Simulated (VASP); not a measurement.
A VASP calculation is set up with these files.

**KPOINTS**
```
Automatic mesh
0
Gamma
6 6 6
0 0 0
```

### INCAR
```
SYSTEM = PbF2
PREC = Accurate
ENCUT = 520
EDIFF = 1E-6
NELM = 100
ALGO = Normal
LREAL = .FALSE.
LASPH = .TRUE.
ISMEAR = 0
SIGMA = 0.05
GGA = PE
LMAXMIX = 4
LWAVE = .FALSE.
LCHARG = .FALSE.
ISIF = 2
```

### POSCAR
```
PbF2
1
   -1.7690560000     1.0213650000     5.3632860000
    1.7690560000     1.0213650000     5.3632860000
    0.0000000000    -2.0427300000     5.3632860000
Pb F
1 2
Direct
  0.0000000000   0.0000000000   0.0000000000
  0.2520000000   0.2520000000   0.2520000000
  0.7480000000   0.7480000000   0.7480000000
```

POTCAR, in this order: Pb_d F (PBE.64 set). Program: vasp_std.

Q: What happens when VASP runs on this input?

A: There is a fault: the lattice vectors form a left-handed set. VASP stops with an error: ERROR: the triple product of the basis vectors is negative exchange two basis vectors ----> I REFUSE TO CONTINUE WITH THIS SICK JOB ... BYE!!! <----

### standard output
```
 -----------------------------------------------------------------------------
|                                                                             |
|     EEEEEEE  RRRRRR   RRRRRR   OOOOOOO  RRRRRR      ###     ###     ###     |
|     E        R     R  R     R  O     O  R     R     ###     ###     ###     |
|     E        R     R  R     R  O     O  R     R     ###     ###     ###     |
|     EEEEE    RRRRRR   RRRRRR   O     O  RRRRRR       #       #       #      |
|     E        R   R    R   R    O     O  R   R                               |
|     E        R    R   R    R   O     O  R    R      ###     ###     ###     |
|     EEEEEEE  R     R  R     R  OOOOOOO  R     R     ###     ###     ###     |
|                                                                             |
|     ERROR: the triple product of the basis vectors is negative exchange     |
|     two basis vectors                                                       |
|                                                                             |
|       ---->  I REFUSE TO CONTINUE WITH THIS SICK JOB ... BYE!!! <----       |
|                                                                             |
 -----------------------------------------------------------------------------
```

To mend it, correct POSCAR.
File POSCAR:
```
PbF2
1
    1.7690560000     1.0213650000     5.3632860000
   -1.7690560000     1.0213650000     5.3632860000
    0.0000000000    -2.0427300000     5.3632860000
Pb F
1 2
Direct
  0.0000000000   0.0000000000   0.0000000000
  0.2520000000   0.2520000000   0.2520000000
  0.7480000000   0.7480000000   0.7480000000
```
The mended run (PBE GGA, plane waves, VASP's PBE PAW potentials (set 64)) converges, and its OSZICAR ends with
```
   1 F= -.13445357E+02 E0= -.13445357E+02  d E =-.587496E-12
```

The structure was generated: PbF2 was put into the CdCl2 type (R-3m), which need not be its known phase. The cell was not relaxed at this level.
